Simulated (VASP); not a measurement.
A convergence study with VASP on CuCl (zinc blende): one setting is varied, all else stays as given below, so the limit is that of these other settings.

```
CELL_PARAMETERS angstrom
      0.00000     2.70500     2.70500
      2.70500     0.00000     2.70500
      2.70500     2.70500     0.00000
ATOMIC_POSITIONS crystal
  Cu 0.00000 0.00000 0.00000
  Cl 0.25000 0.25000 0.25000
```

Level of theory: PBE GGA, VASP's PBE PAW potentials (set 64) (plane waves; VASP 6.6.1). The tightest run used: 550 eV cut-off, 17×17×17 Γ-centred mesh, tetrahedra with Blöchl corrections, potentials Cu Cl.

The reference is 17×17×17 mesh, which took about 80 core-seconds. Times come from single runs on busy shared machines, so they are rough: good to a factor of about 2.

Question: Of the settings 3×3×3 mesh; 4×4×4 mesh; 5×5×5 mesh; 6×6×6 mesh; 7×7×7 mesh; 8×8×8 mesh; 9×9×9 mesh; 10×10×10 mesh; 11×11×11 mesh; 12×12×12 mesh; 13×13×13 mesh; 14×14×14 mesh; 15×15×15 mesh; 16×16×16 mesh; 17×17×17 mesh, which is the lowest that keeps the difference from the reference in E (eV/atom) within 0.005 from there on, and what does it cost?

Answer: 5×5×5 mesh; its cost over the reference is about 1/10.
```tsv
setting	difference in E (eV/atom)	cost over the reference
3×3×3 mesh	0.0370	about 1/10
4×4×4 mesh	0.0069	about 1/20
5×5×5 mesh	0.0016	about 1/10
6×6×6 mesh	0.0005	about 1/6
7×7×7 mesh	0.0002	about 1/5
8×8×8 mesh	0.0001	about 1/4
9×9×9 mesh	0.0000	about 1/4
10×10×10 mesh	0.0000	about 1/3
11×11×11 mesh	0.0000	about 1/2
12×12×12 mesh	0.0000	within a factor of 2
13×13×13 mesh	0.0000	within a factor of 2
14×14×14 mesh	0.0000	within a factor of 2
15×15×15 mesh	0.0000	within a factor of 2
16×16×16 mesh	0.0000	within a factor of 2
17×17×17 mesh	0.0000	reference
```

Left out are rungs that failed or repeat a setting and relaxations that didn't move; long series are thinned to 24 rows.

The compound is CuCl in the zinc blende structure. The cell was not relaxed at this level.
